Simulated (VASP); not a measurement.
SiB2, 12 atoms in the cell. Symmetry: C2/m, No. 12, monoclinic system. The conventional cell has a = 10.147 Å, b = 4.806 Å, c = 5.714 Å, α = 90.00°, β = 121.71°, γ = 90.00°. Si (site symmetry 1) has 4 B at 2.13 to 2.20 Å and 3 Si at 2.38 to 2.43 Å as nearest neighbours. B (site symmetry m) has 5 B at 1.77 to 1.96 Å as nearest neighbours. Around B (site symmetry 1) lie 4 B at 1.77 to 1.88 Å. Around B (site symmetry m) lie 4 B at 1.77 to 1.96 Å. The cell was built by a generator and needn't be a form met in nature.

* Program: VASP 6.6.1
* Task: single point
* Functional: r2SCAN
* Potentials or basis: VASP PAW PBE potentials, release 64 (Si, B)
* Cutoff: 520 eV
* k mesh: 8 × 8 × 6
* Occupations: gaussian, width 0.1 eV
* Spin: no spin polarisation
* Further INCAR settings: ALGO = Normal; EDIFF = 1e-06; NBANDS = 32

Potentials or basis: VASP PAW PBE potentials, release 64 (Si, B).

Run with:

```sh
$ cat potpaw_PBE.64/Si/POTCAR potpaw_PBE.64/B/POTCAR > POTCAR
$ mpirun -np 4 vasp_std > vasp.out
```

Hardware: 4 MPI ranks on Intel(R) Xeon(R) Platinum 8488C (Sapphire Rapids) (shared host).

Estimate the wall time of this run.

Wall time 9.2 min on 4 MPI ranks on Intel(R) Xeon(R) Platinum 8488C (Sapphire Rapids), with other jobs on the host, peak memory 0.51 GiB a rank. Counts: scf iterations 17, k points 114.
